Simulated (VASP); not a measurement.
# TeRu (F-43m) in VASP: a series of runs

One crystal, TeRu, is run at these levels: PBEsol+U; tasks: single point.

Program: VASP 6.6.1. These are calculated values, not measurements. Logs are shortened: lines on timing, memory, paths and dates and some standing lists are left out, and cuts for length are marked.

## 1. The structure

Symmetry: F-43m, No. 216, cubic system. Conventional cell: a = 6.228 Å, b = 6.228 Å, c = 6.228 Å, α = 90.00°, β = 90.00°, γ = 90.00°. Ru (site symmetry -43m) has 4 Te at 2.70 Å as nearest neighbours. Te (site symmetry -43m) is surrounded by 4 Ru at 2.70 Å.

The cell comes from a database or a generator and needn't be the stable form of this composition.

## 2. Single point, PBEsol+U, collinear spin, zero start

File INCAR:

```
PREC = Accurate
ENCUT = 520
EDIFF = 1E-6
ISMEAR = 0
SIGMA = 0.05
LREAL = F
LASPH = T
NELM = 80
ALGO = Normal
ISIF = 2
LWAVE = F
LCHARG = F
ISPIN = 2
MAGMOM = 0 0
LORBIT = 11
LMAXMIX = 4
LDAU = T
LDAUTYPE = 2
LDAUL = 2 -1
LDAUU = 2 0
LDAUJ = 0 0
LDAUPRINT = 1
GGA = PS
```

File KPOINTS:

```
regular mesh
0
Gamma
  5 5 5
```

File POSCAR:

```
TeRu
1.0
    0.0000000000      3.1139297200      3.1139297200
    3.1139297200      0.0000000000      3.1139297200
    3.1139297200      3.1139297200      0.0000000000
Ru Te
1 1
Direct
    0.0000000000      0.0000000000      0.0000000000
    0.2500000000      0.2500000000      0.2500000000
```

Potentials or basis: VASP PAW PBE potentials, release 64 (Ru_pv, Te).

On the command line:

```bash
> cat potpaw_PBE.64/Ru_pv/POTCAR potpaw_PBE.64/Te/POTCAR > POTCAR
> mpirun -np 1 vasp_std > vasp.out
```

OUTCAR:

```text
PREC = Accurate
   ENCUT = 520
   EDIFF = 1E-6
   ISMEAR = 0
   LREAL = F
   LASPH = T
   NELM = 80
   ISIF = 2
   ISPIN = 2
   LORBIT = 11
   GGA = PS

 ion  position               nearest neighbor table
   1  0.000  0.000  0.000-   2 2.70   2 2.70   2 2.70   2 2.70
   2  0.250  0.250  0.250-   1 2.70   1 2.70   1 2.70   1 2.70

  LATTYP: Found a face centered cubic cell.
 ALAT       =     6.2278594400

  Lattice vectors:

 A1 = (   0.0000000000,   3.1139297200,   3.1139297200)
 A2 = (   3.1139297200,   0.0000000000,   3.1139297200)
 A3 = (   3.1139297200,   3.1139297200,   0.0000000000)

Analysis of symmetry for initial positions (statically):
=====================================================================
 Subroutine PRICEL returns:
 Original cell was already a primitive cell.

 Routine SETGRP: Setting up the symmetry group for a
 face centered cubic supercell.

 Subroutine GETGRP returns: Found 24 space group operations
 (whereof 24 operations were pure point group operations)
 out of a pool of 48 trial point group operations.

The static configuration has the point symmetry T_d .

Analysis of symmetry for dynamics (positions and initial velocities):
=====================================================================
 Subroutine PRICEL returns:
 Original cell was already a primitive cell.

 Routine SETGRP: Setting up the symmetry group for a
 face centered cubic supercell.

 Subroutine GETGRP returns: Found 24 space group operations
 (whereof 24 operations were pure point group operations)
 out of a pool of 48 trial point group operations.

The dynamic configuration has the point symmetry T_d .

Analysis of structural, dynamic, and magnetic symmetry:
=====================================================================
 Subroutine PRICEL returns:
 Original cell was already a primitive cell.

 Routine SETGRP: Setting up the symmetry group for a
 face centered cubic supercell.

 Subroutine GETGRP returns: Found 24 space group operations
 (whereof 24 operations were pure point group operations)
 out of a pool of 48 trial point group operations.

The overall configuration has the point symmetry T_d .

 Subroutine INISYM returns: Found 24 space group operations
 (whereof 24 operations are pure point group operations),
 and found     1 'primitive' translations

----------------------------------------------------------------------------------------

                                     Primitive cell

  volume of cell :      60.3888

  direct lattice vectors                    reciprocal lattice vectors
     0.000000000  3.113929720  3.113929720    -0.160568813  0.160568813  0.160568813
     3.113929720  0.000000000  3.113929720     0.160568813 -0.160568813  0.160568813
     3.113929720  3.113929720  0.000000000     0.160568813  0.160568813 -0.160568813

  length of vectors
     4.403761642  4.403761642  4.403761642     0.278113343  0.278113343  0.278113343

  position of ions in fractional coordinates (direct lattice)
     0.000000000  0.000000000  0.000000000
     0.250000000  0.250000000  0.250000000

  ion indices of the primitive-cell ions
   primitive index   ion index
                 1           1
                 2           2

----------------------------------------------------------------------------------------

 KPOINTS: regular mesh

Automatic generation of k-mesh.
 Grid dimensions read from file:
 generate k-points for:    5    5    5

 Generating k-lattice:

  Cartesian coordinates                     Fractional coordinates (reciprocal lattice)
    -0.032113763  0.032113763  0.032113763     0.200000000  0.000000000  0.000000000
     0.032113763 -0.032113763  0.032113763     0.000000000  0.200000000  0.000000000
     0.032113763  0.032113763 -0.032113763     0.000000000  0.000000000  0.200000000

  Length of vectors
     0.055622669  0.055622669  0.055622669
[... 92 lines left out ...]

atom =   1  type =  1  l = 2

 onsite density matrix

spin component  1

  0.5404 -0.0000 -0.0000 -0.0000 -0.0000
 -0.0000  0.5404 -0.0000 -0.0000  0.0000
 -0.0000 -0.0000  0.7351 -0.0000 -0.0000
 -0.0000 -0.0000 -0.0000  0.5404  0.0000
 -0.0000  0.0000 -0.0000  0.0000  0.7351

spin component  2

  0.5403 -0.0000 -0.0000 -0.0000 -0.0000
 -0.0000  0.5403 -0.0000 -0.0000  0.0000
 -0.0000 -0.0000  0.7351 -0.0000 -0.0000
 -0.0000 -0.0000 -0.0000  0.5403  0.0000
 -0.0000  0.0000 -0.0000  0.0000  0.7351

 occupancies and eigenvectors

  o =  0.5403  v =  0.0000  0.0000  0.0000  0.0000  0.0000  0.0000 -0.5481  0.0000 -0.8364  0.0000      0.0000  0.0000  0.0000  0.0000  0.0000  0.0000  0.0000  0.0000  0.0000  0.0000
  o =  0.5403  v =  0.0000  0.0000  0.0000  0.0000  0.0000  1.0000  0.0000  0.0000  0.0000  0.0000      0.0000  0.0000  0.0000  0.0000  0.0000  0.0000  0.0000  0.0000  0.0000  0.0000
  o =  0.5403  v =  0.0000  0.0000  0.0000  0.0000  0.0000  0.0000  0.8364 -0.0000 -0.5481  0.0000      0.0000  0.0000  0.0000  0.0000  0.0000  0.0000  0.0000  0.0000  0.0000  0.0000
  o =  0.5404  v =  1.0000  0.0000  0.0000  0.0000  0.0000  0.0000  0.0000  0.0000  0.0000  0.0000      0.0000  0.0000  0.0000  0.0000  0.0000  0.0000  0.0000  0.0000  0.0000  0.0000
  o =  0.5404  v =  0.0000  0.4139  0.0000 -0.9103  0.0000  0.0000  0.0000  0.0000  0.0000  0.0000      0.0000  0.0000  0.0000  0.0000  0.0000  0.0000  0.0000  0.0000  0.0000  0.0000
  o =  0.5404  v =  0.0000 -0.9103  0.0000 -0.4139  0.0000  0.0000  0.0000  0.0000  0.0000  0.0000      0.0000  0.0000  0.0000  0.0000  0.0000  0.0000  0.0000  0.0000  0.0000  0.0000
  o =  0.7351  v =  0.0000  0.0000  0.0000  0.0000  0.0000  0.0000 -0.0000 -0.9913 -0.0000 -0.1318      0.0000  0.0000  0.0000  0.0000  0.0000  0.0000  0.0000  0.0000  0.0000  0.0000
  o =  0.7351  v =  0.0000  0.0000  0.0000  0.0000  0.0000  0.0000  0.0000  0.1318 -0.0000 -0.9913      0.0000  0.0000  0.0000  0.0000  0.0000  0.0000  0.0000  0.0000  0.0000  0.0000
  o =  0.7351  v =  0.0000 -0.0000 -0.9843 -0.0000 -0.1765  0.0000  0.0000  0.0000  0.0000  0.0000      0.0000  0.0000  0.0000  0.0000  0.0000  0.0000  0.0000  0.0000  0.0000  0.0000
  o =  0.7351  v =  0.0000 -0.0000 -0.1765  0.0000  0.9843  0.0000  0.0000  0.0000  0.0000  0.0000      0.0000  0.0000  0.0000  0.0000  0.0000  0.0000  0.0000  0.0000  0.0000  0.0000

 number of electron      20.0000002 magnetization       0.0002218

 Free energy of the ion-electron system (eV)
  ---------------------------------------------------
  ext. energy  EPLUGINS =         0.00000000
  ---------------------------------------------------
  free energy    TOTEN  =        -9.97418902 eV

  energy without entropy =       -9.96997700  energy(sigma->0) =       -9.97208301

 E-fermi :   4.8102     XC(G=0):  -9.4849

 val. band max:        4.7556813506   @ k =  -0.4000   0.4000   0.2000
 cond. band min:       4.8215814195   @ k =  -0.4000   0.4000   0.0000
 fundamental gap:      0.0659000689
 Fermi energy:         4.8101723565

 spin component 1

 k-point     1 :       0.0000    0.0000    0.0000
  band No.  band energies     occupation
      1     -36.8551      1.00000
      2     -36.8551      1.00000
      3     -36.8551      1.00000
      4      -7.0462      1.00000
      5       1.4198      1.00000
      6       1.4198      1.00000
      7       1.4198      1.00000
      8       3.6055      1.00000
      9       3.6055      1.00000
     10       7.1406      0.00000
     11       7.7603      0.00000
     12       7.7603      0.00000
[... 140 lines left out ...]
  band No.  band energies     occupation
      1     -36.8601      1.00000
      2     -36.8576      1.00000
      3     -36.8568      1.00000
      4      -6.3013      1.00000
      5       0.7783      1.00000
      6       1.3279      1.00000
      7       1.9763      1.00000
      8       3.5779      1.00000
      9       3.6887      1.00000
     10       4.2196      1.00000
     11       4.7554      0.93926
     12       5.5541      0.00000
     13      10.6033      0.00000
     14      11.1291      0.00000
 Fermi energy:         4.8101723565

 spin component 2

 k-point     1 :       0.0000    0.0000    0.0000
  band No.  band energies     occupation
      1     -36.8550      1.00000
      2     -36.8550      1.00000
      3     -36.8550      1.00000
      4      -7.0462      1.00000
      5       1.4199      1.00000
      6       1.4199      1.00000
      7       1.4199      1.00000
      8       3.6057      1.00000
      9       3.6057      1.00000
     10       7.1407      0.00000
     11       7.7605      0.00000
     12       7.7605      0.00000
[... 141 lines left out ...]
      1     -36.8599      1.00000
      2     -36.8575      1.00000
      3     -36.8567      1.00000
      4      -6.3013      1.00000
      5       0.7784      1.00000
      6       1.3280      1.00000
      7       1.9764      1.00000
      8       3.5781      1.00000
      9       3.6889      1.00000
     10       4.2197      1.00000
     11       4.7557      0.93837
     12       5.5543      0.00000
     13      10.6034      0.00000
     14      11.1291      0.00000

------------------------ aborting loop because EDIFF is reached ----------------------------------------

  FORCE on cell =-STRESS in cart. coord.  units (eV):
  Direction    XX          YY          ZZ          XY          YZ          ZX
  --------------------------------------------------------------------------------------
  -------------------------------------------------------------------------------------
  Total       -5.0756161     -5.0756161     -5.0756161     -0.0000000      0.0000000      0.0000000
  in kB     -134.6613412   -134.6613412   -134.6613412     -0.0000000      0.0000000      0.0000000
  external PRESSURE =    -134.6613412 kB  Pullay stress =       0.0000000 kB

 VOLUME and BASIS-vectors are now :
 -----------------------------------------------------------------------------
  energy-cutoff  :      520.00
  volume of cell :       60.39
      direct lattice vectors                 reciprocal lattice vectors
     0.000000000  3.113929720  3.113929720    -0.160568813  0.160568813  0.160568813
     3.113929720  0.000000000  3.113929720     0.160568813 -0.160568813  0.160568813
     3.113929720  3.113929720  0.000000000     0.160568813  0.160568813 -0.160568813

 POSITION                                       TOTAL-FORCE (eV/Angst)
 -----------------------------------------------------------------------------------
      0.00000      0.00000      0.00000         0.000000      0.000000      0.000000
      1.55696      1.55696      1.55696        -0.000000     -0.000000     -0.000000
 -----------------------------------------------------------------------------------
    total drift:                               -0.000000     -0.000000     -0.000000

  FREE ENERGIE OF THE ION-ELECTRON SYSTEM (eV)
  ---------------------------------------------------
  free  energy   TOTEN  =        -9.9741890215 eV

  energy  without entropy=       -9.9699769994  energy(sigma->0) =       -9.97208301

 total charge

# of ion       s       p       d       tot
------------------------------------------
    1        0.271   6.100   6.135  12.506
    2        1.350   1.875   0.084   3.308
--------------------------------------------------
tot          1.620   7.975   6.219  15.814

 magnetization (x)

# of ion       s       p       d       tot
------------------------------------------
    1        0.000   0.000   0.000   0.000
    2        0.000  -0.000  -0.000  -0.000
--------------------------------------------------
tot          0.000  -0.000   0.000   0.000
```

Wall time 37 s (1 thread of AMD EPYC 7R43 (Zen 3), shared host); peak memory 0.2 GiB.

What came out:

* Free energy: -9.9742 eV
* Pressure: -13.5 GPa
* Band gap on the k mesh: none (metal or under the smearing width)
* Net moment: 0.00 μB per cell
* Valence electrons inside the program's atomic spheres: Ru 12.51; Te 3.31

Eigenvalues of the final occupation matrices:
```
    site  spin  trace               eigenvalues
site 1 d     1   3.09  0.54 0.54 0.54 0.74 0.74
site 1 d     2   3.09  0.54 0.54 0.54 0.74 0.74
```

Caveat: the PAW data sets were made with another functional, which shifts forces and pressure a little; the U is typed as a test and isn't derived for this compound.

(Continued in part 2 of 3.)
